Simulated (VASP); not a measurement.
VASP input:

**INCAR**
```
! general
SYSTEM   =  HfC
PREC     =  Accurate
ENCUT    =  400
LREAL    =  .FALSE.
LASPH    =  .TRUE.

! electronic loop
EDIFF    =  1E-6
NELM     =  100
ALGO     =  Normal
LMAXMIX  =  6

! smearing
ISMEAR   =  0
SIGMA    =  0.2

! functional
GGA      =  PS

! ions
ISIF     =  2

! output
LWAVE    =  .FALSE.
LCHARG   =  .FALSE.
```

**POSCAR**
```
HfC
1
    0.0000000000     2.3244080000     2.3244080000
    2.3244080000     0.0000000000     2.3244080000
    2.3244080000     2.3244080000     0.0000000000
Hf C
1 1
Direct
  0.0000000000   0.0000000000   0.0000000000
  0.5000000000   0.5000000000   0.5000000000
```

### KPOINTS
```
Automatic mesh
0
Gamma
16 16 16
0 0 0
```

POTCAR, in this order: Hf_pv C (PBE.64 set). Program: vasp_std.

### Question
Translate this PBEsol calculation to Ansatz.

### Answer
One equivalent input (not run):
Ansatz 0.2 input:
```yaml
crystal:
  lattice:
    - [0.0000000, 2.3244080, 2.3244080]
    - [2.3244080, 0.0000000, 2.3244080]
    - [2.3244080, 2.3244080, 0.0000000]
  atoms:
    - { symbol: Hf, position: [0.0000000, 0.0000000, 0.0000000] }
    - { symbol: C, position: [0.5000000, 0.5000000, 0.5000000] }
kpoints:
  mp_grid: { grid: [16, 16, 16] }
hamiltonian:
  xc: pbesol
  pseudopotentials: { kind: paw }
scf:
  occupations: { method: gaussian, width: 0.2 }
  max_iter: 100
output: { forces: true, stress: true, eigenvalues: true }
```
Limits of the translation: each code has its own PAW files, so the cut-off isn't converted (ENCUT is set for VASP's; basis.ecutwfc is left out, and Ansatz then takes the one that its files recommend); Ansatz stops its SCF on the density residual and VASP on the energy change (EDIFF).

The structure is a typed HfC crystal (Fm-3m). The cell was not relaxed at this level.
